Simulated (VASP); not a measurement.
An input for Ansatz (written as the equivalent of a VASP run, and not itself run):

Ansatz 0.2 input:
```yaml
crystal:
  lattice:
    - [4.0156600, 0.0000000, 0.0000000]
    - [0.0000000, 4.2955032, 0.0000000]
    - [0.0000000, 0.0000000, 11.1235882]
  atoms:
    - { symbol: Sn, position: [0.5000000, 0.3466022, 0.3912287] }
    - { symbol: Sn, position: [0.5000000, 0.6533978, 0.8912287] }
    - { symbol: Ge, position: [0.0000000, 0.1372783, 0.6229767] }
    - { symbol: Ge, position: [0.0000000, 0.8627217, 0.1229767] }
    - { symbol: Se, position: [0.0000000, 0.2186131, 0.8486092] }
    - { symbol: Se, position: [0.0000000, 0.7813869, 0.3486092] }
    - { symbol: Se, position: [0.5000000, 0.2490392, 0.1371854] }
    - { symbol: Se, position: [0.5000000, 0.7509608, 0.6371854] }
kpoints:
  mp_grid: { grid: [5, 5, 2] }
hamiltonian:
  xc: pbesol
  pseudopotentials: { kind: paw }
scf:
  occupations: { method: gaussian, width: 0.05 }
  max_iter: 100
relax:
  max_steps: 60
  f_tol: 0.02
  cell: {}
output: { forces: true, stress: true, eigenvalues: true }
```

Q: Write the VASP files for the same calculation (PBEsol).

A: One answer among several that fit: 
File POSCAR:
```
SnGeSe2
1.0
  4.0156600430   0.0000000000   0.0000000000
  0.0000000000   4.2955032092   0.0000000000
  0.0000000000   0.0000000000  11.1235881903
Sn Ge Se
2 2 4
Cartesian
  2.0078300215   1.4888308349   4.3518667246
  2.0078300215   2.8066723743   9.9136608197
  0.0000000000   0.5896794602   6.9297357880
  0.0000000000   3.7058237490   1.3679416928
  0.0000000000   0.9390530600   9.4395794989
  0.0000000000   3.3564501492   3.8777854037
  2.0078300215   1.0697484809   1.5259943681
  2.0078300215   3.2257547283   7.0877884632
```

### INCAR
```
# general
SYSTEM   =  SnGeSe2
PREC     =  Accurate
ENCUT    =  400
LREAL    =  F
LASPH    =  T

# electronic loop
EDIFF    =  1E-6
NELM     =  100
ALGO     =  Normal
LMAXMIX  =  4

# smearing
ISMEAR   =  0
SIGMA    =  0.05

# functional
GGA      =  PS

# ions
IBRION   =  2
NSW      =  60
ISIF     =  3
EDIFFG   =  -0.02

# output
LWAVE    =  F
LCHARG   =  F
```

### KPOINTS
```
kpoints
0
Gamma
 5 5 2
```

POTCAR, in this order: Sn_d Ge_d Se (PBE.64 set). Program: vasp_std.

Limits of the translation: each code has its own PAW files, so the cut-off isn't converted (ENCUT is set for VASP's; basis.ecutwfc is left out, and Ansatz then takes the one that its files recommend); Ansatz stops its SCF on the density residual and VASP on the energy change (EDIFF).

The structure comes from a computed database's SnGeSe2 entry (Pmc2_1); how it stands against other phases isn't given here. This run relaxes it. Symmetry was kept, so distortions that lower it aren't found. The start is the result of an earlier pass.
